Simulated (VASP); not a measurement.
Cu: relaxation of cell and atoms with PBE

The system is Cu.

```
Cu
1.0
     0.00000    1.81500    1.81500
     1.81500    0.00000    1.81500
     1.81500    1.81500    0.00000
Cu
1
Direct
  0.00000 0.00000 0.00000
```

The cell was built by a generator and needn't be a form met in nature.

```yaml
Program: VASP 6.6.1
Task: relaxation of cell and atoms
Functional: PBE
Potentials_or_basis: VASP PAW PBE potentials, release 64 (Cu)
Cutoff: 600 eV
k_mesh: 40 × 40 × 40
Occupations: methfessel-paxton, width 0.2 eV
Spin: no spin polarisation
Further_INCAR_settings: ALGO = Normal; EDIFF = 1e-06; IBRION = 2; EDIFFG = -0.01; NSW = 60; ISIF = 3
```

```yaml
Relaxed_volume: 12.00 Å³/atom
Relaxed_cell: a = 2.570 Å, b = 2.570 Å, c = 2.570 Å, α = 60.00°, β = 60.00°, γ = 60.00°
Space_group_after_relaxing_to_0.05_Å: Fm-3m (No. 225)
Energy_gained_by_relaxing: 0.1 meV/atom
Ionic_steps: 3
Pressure_after_relaxing: 0.0 GPa
Band_gap_on_the_k_mesh: none (metal or under the smearing width)
```

Final structure:
```
CELL_PARAMETERS angstrom
0.00000 1.81720 1.81720
1.81720 0.00000 1.81720
1.81720 1.81720 0.00000
ATOMIC_POSITIONS crystal
Cu 0.00000 0.00000 0.00000
```

Levels at points of the mesh, in eV from the Fermi level:
| k point | band 4 | band 5 | band 6 | band 7 | band 8 | band 9 |
| --- | --- | --- | --- | --- | --- | --- |
| (0.00, 0.00, 0.00) | -3.00 | -2.20 | -2.20 | 22.45 | 24.97 | 24.97 |
| (0.50, 0.00, 0.00) | -1.64 | -1.64 | -0.97 | 3.66 | 20.95 | 21.80 |
| (0.50, 0.50, 0.00) | -1.50 | -1.50 | 1.49 | 6.98 | 12.94 | 12.94 |

Wall time 22 s on 8 MPI ranks on Intel(R) Xeon(R) 6975P-C (Granite Rapids) (shared host), peak memory 0.35 GiB a rank.
